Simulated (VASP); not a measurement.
Input:

```xyz
5
Lattice="4.2366 0.0000 0.0000 0.0000 4.2366 0.0000 0.0000 0.0000 4.2366" Properties=species:S:1:pos:R:3 pbc="T T T"
Ba     0.0000     0.0000     0.0000
Zr     2.1183     2.1183     2.1183
O      2.1183     0.0000     2.1183
O      0.0000     2.1183     2.1183
O      2.1183     2.1183     0.0000
```

Computed with PBE GGA, VASP's PBE PAW potentials (set 64) (plane waves; VASP). Numerical set-up: 520 eV cut-off, 5×5×5 Γ-centred mesh, Gaussian smearing of 0.010 eV, potentials Ba_sv Zr_sv O.

### Question
Give the electronic dielectric tensor ε∞ (DFPT, local fields included).

### Answer

```
4.91  0.00  0.00
0.00  4.91  0.00
0.00  0.00  4.91
```

### Question
Give the Born effective charges.

### Answer

```
atom   Z*xx   Z*yy   Z*zz   mean
----  -----  -----  -----  -----
Ba1    2.73   2.73   2.73   2.73
Zr2    6.15   6.15   6.15   6.15
O3    -1.99  -4.90  -1.99  -2.96
O4    -4.90  -1.99  -1.99  -2.96
O5    -1.99  -1.99  -4.90  -2.96
```

The compound is BaZrO3 in the cubic perovskite structure. It was relaxed first.
